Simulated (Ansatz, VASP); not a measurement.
**Cross-check of Si19O32 (amorphous SiO1.7) between VASP and Ansatz**

Aim: how closely do two programs agree when they are given the same cell, functional and k mesh? The structure shown is the start of the Ansatz relaxation below; VASP solves that cell, so the two are compared at the walk's first step.

Program: Ansatz 0.2.0. Level of theory: plane waves, with VASP 6.6.1 beside it; PBE. Results are calculated unless marked as measured.

**1. Starting point**

The cell holds 153 atoms: 57 Si and 96 O. Cell: a = 13.312 Å, b = 13.312 Å, c = 13.312 Å, α = 90.0°, β = 90.0°, γ = 90.0°. It derives from Si57O97 (amorphous SiO1.7). As first built, before any earlier steps moved the atoms or strained the cell (in the runner's words): 154 atoms (57 Si, 97 O) placed at random at 2.22 g/cm^3, melted at 5000 K for 10 ps at fixed volume with the Tersoff Si-O potential (Munetoh et al., Comput. Mater. Sci. 39, 334 (2007)). Quenched from 5000 K to 100 K at 1000 K/ps and fixed volume, held 5 ps. Nearest the centre at fractional (0.976, 0.153, 0.147): Si47 at 1.66 Å, Si11 at 1.71 Å, O67 at 2.58 Å, O99 at 2.59 Å, O146 at 2.65 Å, O140 at 2.69 Å, Si12 at 2.76 Å, O135 at 2.82 Å.

**2. Ansatz: relaxation, PBE**

Ansatz runs on its default PAW (the set named soft_2) files.

The two programs are compared at the cell with which this relaxation starts, whose forces are those of its first step.

File input.yaml:

```yaml
crystal:
  lattice:
    - [13.3125, 0.0, 0.0]
    - [0.0, 13.3125, 0.0]
    - [0.0, 0.0, 13.3125]
  atoms:
    - { symbol: Si, position: [0.17403, 0.11908, 0.98624] }
    - { symbol: Si, position: [0.655, 0.48559, 0.23086] }
    - { symbol: Si, position: [0.2356, 0.96037, 0.12849] }
[... 3 atom lines left out ...]
    - { symbol: Si, position: [0.16519, 0.4886, 0.21681] }
[... 1 atom line left out ...]
    - { symbol: Si, position: [0.93447, 0.11447, 0.39876] }
[... 1 atom line left out ...]
    - { symbol: Si, position: [0.09975, 0.14274, 0.18067] }
    - { symbol: Si, position: [0.82012, 0.06966, 0.2551] }
[... 10 atom lines left out ...]
    - { symbol: Si, position: [0.04329, 0.31303, 0.31877] }
[... 2 atom lines left out ...]
    - { symbol: Si, position: [0.74213, 0.02756, 0.88265] }
    - { symbol: Si, position: [0.83047, 0.3416, 0.92425] }
    - { symbol: Si, position: [0.88709, 0.90452, 0.0993] }
[... 10 atom lines left out ...]
    - { symbol: Si, position: [0.98049, 0.00144, 0.91154] }
    - { symbol: Si, position: [0.98979, 0.82179, 0.30834] }
[... 5 atom lines left out ...]
    - { symbol: Si, position: [0.73286, 0.29327, 0.29962] }
    - { symbol: Si, position: [0.90959, 0.25833, 0.14947] }
[... 5 atom lines left out ...]
    - { symbol: Si, position: [0.066, 0.9406, 0.47052] }
[... 13 atom lines left out ...]
    - { symbol: O, position: [0.80754, 0.21167, 0.22189] }
[... 4 atom lines left out ...]
    - { symbol: O, position: [0.92728, 0.34866, 0.84651] }
    - { symbol: O, position: [0.6977, 0.1381, 0.87375] }
    - { symbol: O, position: [0.01779, 0.95154, 0.80421] }
[... 3 atom lines left out ...]
    - { symbol: O, position: [0.14693, 0.02631, 0.1908] }
[... 3 atom lines left out ...]
    - { symbol: O, position: [0.0291, 0.37837, 0.43317] }
[... 10 atom lines left out ...]
    - { symbol: O, position: [0.0359, 0.06128, 0.44308] }
[... 5 atom lines left out ...]
    - { symbol: O, position: [0.15569, 0.1915, 0.08329] }
[... 6 atom lines left out ...]
    - { symbol: O, position: [0.76565, 0.33752, 0.408] }
    - { symbol: O, position: [0.7344, 0.39048, 0.22661] }
[... 4 atom lines left out ...]
    - { symbol: O, position: [0.23455, 0.19081, 0.91204] }
[... 1 atom line left out ...]
    - { symbol: O, position: [0.80749, 0.82571, 0.03228] }
    - { symbol: O, position: [0.62695, 0.23115, 0.29996] }
[... 1 atom line left out ...]
    - { symbol: O, position: [0.68194, 0.98194, 0.97997] }
[... 1 atom line left out ...]
    - { symbol: O, position: [0.97094, 0.92936, 0.01124] }
    - { symbol: O, position: [0.9499, 0.87142, 0.19911] }
[... 3 atom lines left out ...]
    - { symbol: O, position: [0.24299, 0.02258, 0.02058] }
    - { symbol: O, position: [0.09244, 0.25687, 0.77239] }
[... 2 atom lines left out ...]
    - { symbol: O, position: [0.14024, 0.39281, 0.28586] }
    - { symbol: O, position: [0.85021, 0.12268, 0.4897] }
[... 3 atom lines left out ...]
    - { symbol: O, position: [0.19414, 0.8479, 0.09232] }
    - { symbol: O, position: [0.96545, 0.89217, 0.40745] }
    - { symbol: O, position: [0.8692, 0.29987, 0.03861] }
[... 2 atom lines left out ...]
    - { symbol: O, position: [0.8636, 0.03843, 0.89517] }
    - { symbol: O, position: [0.70481, 0.05419, 0.29752] }
    - { symbol: O, position: [0.96613, 0.34263, 0.21634] }
    - { symbol: O, position: [0.82531, 0.00361, 0.14831] }
    - { symbol: O, position: [0.95556, 0.22832, 0.36663] }
[... 3 atom lines left out ...]
    - { symbol: O, position: [0.11424, 0.21138, 0.27749] }
    - { symbol: O, position: [0.06417, 0.08683, 0.93902] }
[... 5 atom lines left out ...]
    - { symbol: O, position: [0.63298, 0.84667, 0.63532] }
kpoints:
  mp_grid: { grid: [1, 1, 1] }
hamiltonian:
  xc: pbe
scf:
  occupations: { method: fermi_dirac, width: 0.05 }
output:
  forces: true
  eigenvalues: true
relax:
  f_tol: 0.05
  max_steps: 90
```

Command:

```console
ansatz run input.yaml --threads 4 --pin off --max-ram 8192MiB --backend cpu --events-out ev --progress --plain --runs-dir out
```

Numbers of over 12 decimals in the logs are rounded to 6 here.

The program printed:

```text
Engine: ansatz 0.2.0, aarch64-unknown-linux-gnu
Pseudopotentials: kind: paw
Pseudopotential: Si, paw, valence charge 4, recommended cutoff 420 eV (normal), Si.paw.azcp
Pseudopotential: O, paw, valence charge 6, recommended cutoff 420 eV (normal), O.paw.azcp
Functional definition: PBE
  parameter kappa = 0.804
  parameter beta = 0.066725
  exchange = pbe_x(kappa = kappa, mu = beta*pi^2/3)
  correlation = pbe_c(beta = beta)
Crystal: 153 atoms, lattice volume = 2359.277 Å³
Basis set: ecut = 420 eV, 46297 PW (Γ), exchange–correlation on 180×180×180 points (8 copies of the dense FFT grid, shifted against one another)
Bands: 555, of which v1, the nominal top of the filled ones, is band 402 counted from 1 (401 counted from 0)
Symmetry: 1 space group operations
Space group: P1 (ITA 1), of the structure as read, at distance tolerance 1.3e-4 Å
k-points: 1
Non-local potential: Si, projectors of the file, l = 0: 2, l = 1: 2, l = 2: 2
Non-local potential: O, projectors of the file, l = 0: 2, l = 1: 2, l = 2: 1
PAW form: soft (Blöchl's): semilocal exchange-correlation on the pseudo side does not see the compensation charge
PAW one-centre angular grid: Si, 110 points (default); XC on 64 Gauss nodes
PAW one-centre angular grid: O, 110 points (default); XC on 64 Gauss nodes
Initial density: superposition of atomic densities (neutral atoms: chi_scale 0, normalization atom), corrected by the library's trained network
Initial wavefunctions: pseudopotential atomic-orbital guess
Functional: x = pbe(κ = 0.804, μ = 0.219515), c = pbe(β = 0.066725)
SCF iter   1: F=—  HF=-90833.997874 eV  |F-HF|=—  |Δ(HF+E_count)|=         —  Δρ=4.69e-3  dr2=1.33e0  ethr=1.77e-3  ⟨swp⟩=6.0  Hψ=2667  notcnv=0  defer=77
preconditioner: auto → Resta (q_TF=auto, 2.280 Å⁻¹)  ε∞=3.1  [insulator: Δε(μ)=1.825 eV  Ē_g=14.963 eV  σ=0.050 eV  W_gap=1.00  n_scr=460 (ndim 8)  ℏωp=21.7 eV  f_vac=0.187  D(μ)=0.00/eV (n_scr^D=0)  ε∞_Penn≈3.1]
SCF iter   2: F=—  HF=-90833.708016 eV  |F-HF|=—  |Δ(HF+E_count)|=   2.90e-1  Δρ=2.50e-3  dr2=3.01e-1  ethr=1.65e-4  ⟨swp⟩=2.0  Hψ=667  notcnv=0  defer=145
SCF iter   3: F=—  HF=-90833.642137 eV  |F-HF|=—  |Δ(HF+E_count)|=   6.59e-2  Δρ=1.58e-3  dr2=7.51e-2  ethr=3.74e-5  ⟨swp⟩=2.0  Hψ=732  notcnv=0  defer=145
SCF iter   4: F=—  HF=-90833.626910 eV  |F-HF|=—  |Δ(HF+E_count)|=   1.52e-2  Δρ=5.50e-4  dr2=8.52e-3  ethr=9.34e-6  ⟨swp⟩=3.0  Hψ=967  notcnv=0  defer=140
SCF iter   5: F=—  HF=-90833.628044 eV  |F-HF|=—  |Δ(HF+E_count)|=   1.13e-3  Δρ=4.49e-4  dr2=4.48e-3  ethr=1.06e-6  ⟨swp⟩=3.0  Hψ=729  notcnv=0  defer=140
SCF iter   6: F=—  HF=-90833.627355 eV  |F-HF|=—  |Δ(HF+E_count)|=   6.89e-4  Δρ=8.83e-5  dr2=2.41e-4  ethr=5.57e-7  ⟨swp⟩=3.0  Hψ=726  notcnv=0  defer=140
SCF iter   7: F=—  HF=-90833.627449 eV  |F-HF|=—  |Δ(HF+E_count)|=   9.40e-5  Δρ=5.15e-5  dr2=6.35e-5  ethr=3.00e-8  ⟨swp⟩=2.0  Hψ=731  notcnv=0  defer=140
SCF iter   8: F=-90833.627468 eV  HF=-90833.627465 eV  |F-HF|=2.64e-6  |Δ(HF+E_count)|=   1.58e-5  Δρ=1.67e-5  dr2=8.12e-6  ethr=7.77e-9  ⟨swp⟩=17.0  Hψ=3192  notcnv=0
SCF 1 converged in 8 iterations: F = -90833.627468 eV  dr2 = 8.12e-6
  greatest PAW one-centre occupation: 0.876 electrons in one spin orbital (limit 2), on the O atom at site 86 (counted from 0), in its partial waves of l = 0
relax step   1: F+E_penalty+E_count = -90833.62746751 eV  Δ(F+E_penalty+E_count) = +0.000e0 eV  max|allowed force component| = 1.483e0 eV/Å  Δτ_max = 0.0000 Å  (8 SCF iters, dr2 threshold 6.25e-5 eV, accepted)
Initial density: handed on by an earlier stage of this run
Initial wavefunctions: those handed on with the density
iter 1 solved again at ethr=1.95e-5 eV; its pass at ethr=3.10e-3 eV (dr2=1.56e-1 eV) is discarded
SCF iter   1: F=—  HF=-90833.831978 eV  |F-HF|=—  |Δ(HF+E_count)|=         —  Δρ=3.43e-3  dr2=1.59e-1  ethr=1.95e-5  ⟨swp⟩=2.0  Hψ=2028  notcnv=0  defer=137
preconditioner: auto → Resta (q_TF=auto, 2.280 Å⁻¹)  ε∞=3.1  [insulator: Δε(μ)=0.817 eV  Ē_g=14.975 eV  σ=0.050 eV  W_gap=1.00  n_scr=460 (ndim 8)  ℏωp=21.7 eV  f_vac=0.188  D(μ)=0.03/eV (n_scr^D=0)  ε∞_Penn≈3.1]
SCF iter   2: F=—  HF=-90833.815721 eV  |F-HF|=—  |Δ(HF+E_count)|=   1.63e-2  Δρ=1.82e-3  dr2=4.06e-2  ethr=1.95e-5  ⟨swp⟩=2.0  Hψ=632  notcnv=0  defer=137
SCF iter   3: F=—  HF=-90833.817978 eV  |F-HF|=—  |Δ(HF+E_count)|=   2.26e-3  Δρ=5.38e-4  dr2=5.62e-3  ethr=5.04e-6  ⟨swp⟩=2.0  Hψ=819  notcnv=0  defer=137
SCF iter   4: F=—  HF=-90833.817346 eV  |F-HF|=—  |Δ(HF+E_count)|=   6.33e-4  Δρ=1.78e-4  dr2=6.70e-4  ethr=6.99e-7  ⟨swp⟩=2.0  Hψ=932  notcnv=0  defer=137
SCF iter   5: F=-90833.817378 eV  HF=-90833.817379 eV  |F-HF|=5.18e-7  |Δ(HF+E_count)|=   3.32e-5  Δρ=5.90e-5  dr2=8.95e-5  ethr=1.24e-8  ⟨swp⟩=14.0  Hψ=3281  notcnv=0
SCF 2 converged in 5 iterations: F = -90833.817378 eV  dr2 = 8.95e-5
[...]
- { symbol: Si, position: [0.922619, 0.252598, 0.149235] }
    - { symbol: Si, position: [0.505860, 0.801503, 0.895674] }
    - { symbol: Si, position: [0.243538, 0.199500, 0.479746] }
    - { symbol: Si, position: [0.505045, 0.226171, 0.973145] }
    - { symbol: Si, position: [0.560882, 0.991809, 0.011535] }
    - { symbol: Si, position: [0.039388, 0.000269046, 0.691315] }
    - { symbol: Si, position: [0.064187, 0.940704, 0.470884] }
    - { symbol: Si, position: [0.088406, 0.535678, 0.664901] }
    - { symbol: Si, position: [0.300978, 0.485575, 0.862106] }
    - { symbol: Si, position: [0.753752, 0.762412, 0.937158] }
    - { symbol: Si, position: [0.962796, 0.402427, 0.535932] }
    - { symbol: O, position: [0.703712, 0.962415, 0.786278] }
    - { symbol: O, position: [0.969785, 0.328873, 0.638634] }
    - { symbol: O, position: [0.502100, 0.069562, 0.271013] }
    - { symbol: O, position: [0.069347, 0.454373, 0.756141] }
    - { symbol: O, position: [0.944334, 0.070012, 0.662466] }
    - { symbol: O, position: [0.678332, 0.552216, 0.785076] }
    - { symbol: O, position: [0.743829, 0.639553, 0.989397] }
    - { symbol: O, position: [0.426413, 0.577021, 0.107381] }
    - { symbol: O, position: [0.275828, 0.542644, 0.244156] }
    - { symbol: O, position: [0.811004, 0.208208, 0.222737] }
    - { symbol: O, position: [-0.00108392, 0.515155, 0.581533] }
    - { symbol: O, position: [0.348385, 0.961246, 0.182784] }
    - { symbol: O, position: [0.771488, 0.468715, 0.613509] }
    - { symbol: O, position: [0.064921, 0.566269, 0.221969] }
    - { symbol: O, position: [0.927708, 0.346005, 0.845085] }
    - { symbol: O, position: [0.698307, 0.137890, 0.874242] }
    - { symbol: O, position: [0.018285, 0.951914, 0.804525] }
    - { symbol: O, position: [0.448071, 0.824251, 0.548202] }
    - { symbol: O, position: [0.701664, 0.300586, 0.580764] }
    - { symbol: O, position: [0.192421, 0.518468, 0.601512] }
    - { symbol: O, position: [0.143879, 0.030571, 0.196044] }
    - { symbol: O, position: [0.136502, 0.073866, 0.705015] }
    - { symbol: O, position: [0.400097, 0.518810, 0.922934] }
    - { symbol: O, position: [0.200481, 0.504344, 0.930663] }
[...]
- { symbol: O, position: [0.115594, 0.214137, 0.285497] }
    - { symbol: O, position: [0.060231, 0.089614, 0.938952] }
    - { symbol: O, position: [0.541465, 0.947539, 0.123265] }
    - { symbol: O, position: [0.635577, 0.780967, 0.894762] }
    - { symbol: O, position: [0.889247, 0.575929, 0.115177] }
    - { symbol: O, position: [0.254233, 0.786008, 0.485476] }
    - { symbol: O, position: [0.305389, 0.551319, 0.758698] }
    - { symbol: O, position: [0.634330, 0.845281, 0.635075] }
```

**3. VASP: single point, PBE, start cell**

The same cell, functional, mesh and smearing now go to VASP, with its own data sets.

Lines of VASP's logs that name or quote its potential files are left out, and so is its time.

File INCAR:

```
SYSTEM = Si19O32
PREC = Accurate
ENCUT = 520
EDIFF = 1E-06
NELM = 120
ISMEAR = -1
SIGMA = 0.05
LREAL = Auto
ALGO = Normal
GGA = PE
NBANDS = 509
LORBIT = 11
LWAVE = .FALSE.
LCHARG = .FALSE.
ISIF = 2
LASPH = .TRUE.
GGA_COMPAT = .FALSE.
EFERMI = MIDGAP
```

File POSCAR:

```
Si19O32
1.0
   13.3125000000      0.0000000000      0.0000000000
    0.0000000000     13.3125000000      0.0000000000
    0.0000000000      0.0000000000     13.3125000000
Si O
57 96
Direct
    0.1740319249      0.1190835681      0.9862384977
    0.6550009390      0.4855887324      0.2308582160
    0.2355981221      0.9603680751      0.1284882629
[... 3 atom lines left out ...]
    0.1651906103      0.4886009390      0.2168112676
[... 1 atom line left out ...]
    0.9344676056      0.1144713615      0.3987605634
[... 1 atom line left out ...]
    0.0997483568      0.1427380282      0.1806723005
    0.8201164319      0.0696563380      0.2550985915
[... 10 atom lines left out ...]
    0.0432901408      0.3130291080      0.3187680751
[... 2 atom lines left out ...]
    0.7421295775      0.0275605634      0.8826516432
    0.8304676056      0.3416037559      0.9242516432
    0.8870910798      0.9045183099      0.0992976526
[... 10 atom lines left out ...]
    0.9804920188      0.0014422535      0.9115417840
    0.9897915493      0.8217915493      0.3083417840
[... 5 atom lines left out ...]
    0.7328600939      0.2932732394      0.2996206573
    0.9095887324      0.2583286385      0.1494685446
[... 5 atom lines left out ...]
    0.0659981221      0.9405971831      0.4705201878
[... 13 atom lines left out ...]
    0.8075417840      0.2116732394      0.2218892019
[... 4 atom lines left out ...]
    0.9272788732      0.3486572770      0.8465126761
    0.6976976526      0.1381032864      0.8737502347
    0.0177877934      0.9515417840      0.8042065728
[... 3 atom lines left out ...]
    0.1469295775      0.0263136150      0.1907981221
[... 3 atom lines left out ...]
    0.0291004695      0.3783737089      0.4331718310
[... 10 atom lines left out ...]
    0.0358985915      0.0612807512      0.4430798122
[... 5 atom lines left out ...]
    0.1556882629      0.1914967136      0.0832901408
[... 6 atom lines left out ...]
    0.7656488263      0.3375173709      0.4080000000
    0.7344000000      0.3904826291      0.2266065728
[... 4 atom lines left out ...]
    0.2345464789      0.1908131455      0.9120375587
[... 1 atom line left out ...]
    0.8074892019      0.8257126761      0.0322779343
    0.6269521127      0.2311511737      0.2999586854
[... 1 atom line left out ...]
    0.6819380282      0.9819417840      0.9799737089
[... 1 atom line left out ...]
    0.9709370892      0.9293596244      0.0112375587
    0.9498967136      0.8714215962      0.1991136150
[... 3 atom lines left out ...]
    0.2429896714      0.0225802817      0.0205821596
    0.0924394366      0.2568713615      0.7723868545
[... 2 atom lines left out ...]
    0.1402366197      0.3928112676      0.2858591549
    0.8502084507      0.1226816901      0.4896976526
[... 3 atom lines left out ...]
    0.1941408451      0.8479023474      0.0923192488
    0.9654535211      0.8921690141      0.4074516432
    0.8691981221      0.2998685446      0.0386103286
[... 2 atom lines left out ...]
    0.8636018779      0.0384300469      0.8951737089
    0.7048112676      0.0541896714      0.2975173709
    0.9661295775      0.3426328638      0.2163380282
    0.8253070423      0.0036131455      0.1483117371
    0.9555605634      0.2283192488      0.3666328638
[... 3 atom lines left out ...]
    0.1142384977      0.2113802817      0.2774910798
    0.0641727700      0.0868281690      0.9390197183
[... 5 atom lines left out ...]
    0.6329765258      0.8466704225      0.6353201878
```

File KPOINTS:

```
Automatic mesh
0
Gamma
1 1 1
0 0 0
```

Potentials, in the order of the species: Si and O (PBE family, release 64).

Command:

```console
export OMP_NUM_THREADS=3
mpirun -np 1 vasp_gam
```

The program printed:

```text
[banner, memory and clock lines left out]
running    1 mpi-ranks, on    1 nodes
[...]
Offloading initialized ...    1 GPUs detected
[...]
LDA part: xc-table for (Slater+PW92), standard interpolation
 POSCAR, INCAR and KPOINTS ok, starting setup
[...]
entering main loop
       N       E                     dE             d eps       ncg     rms          rms(c)
DAV:   1     0.729436039812E+04    0.72944E+04   -0.46015E+05  1042   0.151E+03
DAV:   2    -0.576419695094E+03   -0.78708E+04   -0.76021E+04  1263   0.363E+02
DAV:   3    -0.128201962961E+04   -0.70560E+03   -0.69995E+03  1188   0.116E+02
DAV:   4    -0.129849044318E+04   -0.16471E+02   -0.16374E+02  1204   0.189E+01
[...]
DAV:  17    -0.114296167157E+04    0.14633E-04   -0.83464E-05  1260   0.285E-02    0.150E-02
DAV:  18    -0.114296167161E+04   -0.36496E-07   -0.65150E-05  1196   0.162E-02    0.106E-02
DAV:  19    -0.114296167141E+04    0.20077E-06   -0.74024E-06  1172   0.486E-03
   1 F= -.11429617E+04 E0= -.11429614E+04  d E =-.625899E-03
```

OUTCAR, selected parts (step 3):

```text
  Total      -51.3770418      1.0827536    -69.7032959    -15.4282993    -20.8986572    -17.0690839
  in kB      -34.8899876      0.7352946    -47.3352891    -10.4773096    -14.1922124    -11.5915612
  external PRESSURE =     -27.1633274 kB  Pullay stress =       0.0000000 kB

  FREE ENERGIE OF THE ION-ELECTRON SYSTEM (eV)
  ---------------------------------------------------
  free  energy   TOTEN  =     -1142.9616714099 eV

  energy  without entropy=    -1142.9610455112  energy(sigma->0) =    -1142.96135846

[... 3 further parts left out ...]
[key lines of the parts left out:]
E-fermi :   4.0251
```

The run ends at a pressure of -2.72 GPa, with forces up to 2.0 eV/Å.

**4. Differences**

Known differences besides the potentials themselves: the cutoff is 420 eV in Ansatz and 520 eV in VASP (PREC = Accurate, projectors in real space). Total energies have different zeros and are not compared.

Forces on 8 of the 153 atoms, those with the largest forces and the largest differences (eV/Å; atoms numbered as in POSCAR):

| atom | Ansatz x, y, z | VASP x, y, z |
| --- | --- | --- |
| Si11 | -0.963, 0.283, 0.062 | -1.003, 0.246, 0.077 |
| Si13 | -0.271, 0.105, -0.002 | -0.365, 0.082, 0.053 |
| Si44 | -0.040, -0.036, 0.013 | -0.090, -0.099, 0.060 |
| Si47 | 1.483, -1.248, -0.332 | 1.455, -1.285, -0.383 |
| O67 | -0.384, -0.113, 0.371 | -0.382, -0.121, 0.383 |
| O87 | 0.241, -0.017, -0.069 | 0.400, -0.002, -0.144 |
| O135 | -0.402, 0.409, -0.584 | -0.406, 0.409, -0.591 |
| O140 | 0.053, 0.543, 0.496 | 0.088, 0.581, 0.535 |

The forces differ by 23 meV/Å r.m.s., which is 16.8 % of the r.m.s. force of 0.135 eV/Å (both taken over all components).

**5. Outcome**

```json
{
  "r.m.s. force difference (single point, PBE, start cell)": "23 meV/Å"
}
```

The r.m.s. force difference is 23 meV/Å (single point, PBE, start cell), beyond the 12 meV/Å picked in this series as the mark of a large difference. What causes the difference of the single point, PBE, start cell pair stays open here. Such differences can come from data sets, numerical settings and the points named under the comparisons, not from the functional's error against experiment.

[Lines on the potential files, build, host, timing and source positions are cut from VASP's logs without a mark.]

[Logs are printed without paths, hosts, clocks, repeated set-up lines and the standing remarks that a program may print on its own settings, such as how far it seeks lower states.]

[Hosts, paths, dates, database ids (printed as entryN), source tags and the programs' standing remarks are cut or masked in the printed files.]
